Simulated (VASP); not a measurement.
An input for Ansatz (written as the equivalent of a VASP run, and not itself run):

Ansatz 0.2 input:
```yaml
crystal:
  lattice:
    - [2.0700000, -3.5853450, 0.0000000]
    - [2.0700000, 3.5853450, 0.0000000]
    - [0.0000000, 0.0000000, 6.7200000]
  atoms:
    - { symbol: Cd, position: [0.6666670, 0.3333330, 0.5000000] }
    - { symbol: Cd, position: [0.3333330, 0.6666670, 0.0000000] }
    - { symbol: S, position: [0.6666670, 0.3333330, 0.8770000] }
    - { symbol: S, position: [0.3333330, 0.6666670, 0.3770000] }
kpoints:
  mp_grid: { grid: [4, 4, 2], shift: [0.5, 0.5, 0.5] }
hamiltonian:
  xc: pbe
  pseudopotentials: { kind: paw }
scf:
  occupations: { method: gaussian, width: 0.05 }
  max_iter: 100
output: { forces: true, stress: true, eigenvalues: true }
```

Task: Write the VASP files for the same calculation (PBE).

Result: This is not unique; one that fits is 
### INCAR
```
ALGO  =  Normal
EDIFF  =  1E-6
ENCUT  =  400
GGA  =  PE
ISIF  =  2
ISMEAR  =  0
LASPH  =  T
LCHARG  =  F
LMAXMIX  =  4
LREAL  =  F
LWAVE  =  F
NELM  =  100
PREC  =  Accurate
SIGMA  =  0.05
SYSTEM  =  CdS
```

File POSCAR:
```
CdS
4.140
  0.5000000000  -0.8660253623   0.0000000000
  0.5000000000   0.8660253623   0.0000000000
  0.0000000000   0.0000000000   1.6231884058
Cd S
2 2
Cart
  0.5000000000  -0.2886756981   0.8115942029
  0.5000000000   0.2886756981   0.0000000000
  0.5000000000  -0.2886756981   1.4235362319
  0.5000000000   0.2886756981   0.6119420290
```

File KPOINTS:
```
kpoints
0
Monkhorst-Pack
  4 4 2
```

POTCAR, in this order: Cd S (PBE.64 set). Program: vasp_std.

The two are equivalent in intent, not identical: each code has its own PAW files, so the cut-off isn't converted (ENCUT is set for VASP's; basis.ecutwfc is left out, and Ansatz then takes the one that its files recommend); Ansatz stops its SCF on the density residual and VASP on the energy change (EDIFF); an even Monkhorst-Pack mesh in KPOINTS is shifted by half a step.

The compound is CdS in the wurtzite structure. The cell was not relaxed at this level. The k-mesh is coarse (spacing up to 0.47 per Å, 2π included), so the numbers may not be converged in it. The run is one of a series of settings (KPOINTS 4×4×2 Monkhorst-Pack mesh against the base run), some of them coarse on purpose.
